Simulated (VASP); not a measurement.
An input for Quantum ESPRESSO's pw.x (written as the equivalent of a VASP run, and not itself run):

```
&CONTROL
  calculation = 'scf'
  pseudo_dir = './pseudo'
  outdir = './out'
  tprnfor = .true.
  tstress = .true.
/
&SYSTEM
  ibrav = 0
  nat = 2
  ntyp = 2
  ecutwfc = 66
  occupations = 'tetrahedra'
  input_dft = 'pbesol'
/
&ELECTRONS
  conv_thr = 7.3e-09
  electron_maxstep = 100
/
ATOMIC_SPECIES
  Si 28.085 Si.upf
  Zr 91.224 Zr.upf
CELL_PARAMETERS angstrom
    -0.0000000    2.6711916    2.6711916
     2.6711916    0.0000000    2.6711916
     2.6711916    2.6711916   -0.0000000
ATOMIC_POSITIONS crystal
  Si   0.0000000  0.0000000  0.0000000
  Zr   0.5000000  0.5000000  0.5000000
K_POINTS automatic
  13 13 13 0 0 0
```

Question: Translate this input to VASP (INCAR, KPOINTS, POSCAR, choice of POTCAR).

Answer: Several could match; the one computed here: 
**POSCAR**
```
ZrSi
1
   -0.0000000000     2.6711916441     2.6711916441
    2.6711916441     0.0000000000     2.6711916441
    2.6711916441     2.6711916441    -0.0000000000
Si Zr
1 1
Direct
  0.0000000000   0.0000000000   0.0000000000
  0.5000000000   0.5000000000   0.5000000000
```

**INCAR**
```
SYSTEM = ZrSi
PREC = Accurate
ENCUT = 400
EDIFF = 1E-7
NELM = 100
ALGO = Normal
LREAL = .FALSE.
LASPH = .TRUE.
ISMEAR = -5
GGA = PS
LMAXMIX = 4
LWAVE = .FALSE.
LCHARG = .TRUE.
LORBIT = 11
NEDOS = 601
ISIF = 2
```

**KPOINTS**
```
Automatic mesh
0
gamma
 13 13 13
```

POTCAR, in this order: Si Zr_sv (PBE.64 set). Program: vasp_std.

The two are equivalent in intent, not identical: the potentials are each code's own (VASP's PAW set, PseudoDojo norm-conserving files in pw.x), so ENCUT and ecutwfc are chosen apart and not converted; conv_thr bounds pw.x's estimated SCF error, while EDIFF bounds the energy change between steps.

The structure was generated: ZrSi was put into the rocksalt type (Fm-3m), which need not be its known phase. It was relaxed first, which changed the volume by -20 %.
